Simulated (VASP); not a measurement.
InGaAs₂ (space group P-4m2): computed properties

These are r2SCAN meta-GGA, VASP's PBE PAW potentials (set 64) (plane waves; VASP) values and carry that method's errors.

| Property | Result |
|---|---|
| space group | P-4m2 (115) |
| cell | a = b = 4.1538 Å, c = 5.9035 Å, α = β = γ = 90.00° |
| volume per atom | 25.46 Å³/atom |
| band gap (over mesh and band path) | 0.31 eV |
| smallest direct gap (over mesh and band path) | 0.31 eV |
| band-edge character | direct, Γ to Γ |
| density | 5.45 g/cm³ |

```
CELL_PARAMETERS angstrom
      4.15382     0.00000     0.00000
      0.00000     4.15382     0.00000
      0.00000     0.00000     5.90346
ATOMIC_POSITIONS crystal
  In 0.00000 0.00000 0.50000
  Ga 0.50000 0.50000 0.00000
  As 0.50000 0.00000 0.77004
  As 0.00000 0.50000 0.22996
```

Unless said otherwise, spin-orbit coupling is left out, though it shifts the bands of the heavy elements here.

The structure comes from a computed database's InGaAs2 entry (P-4m2); how it stands against other phases isn't given here. It was relaxed first. Symmetry was kept, so distortions that lower it aren't found.
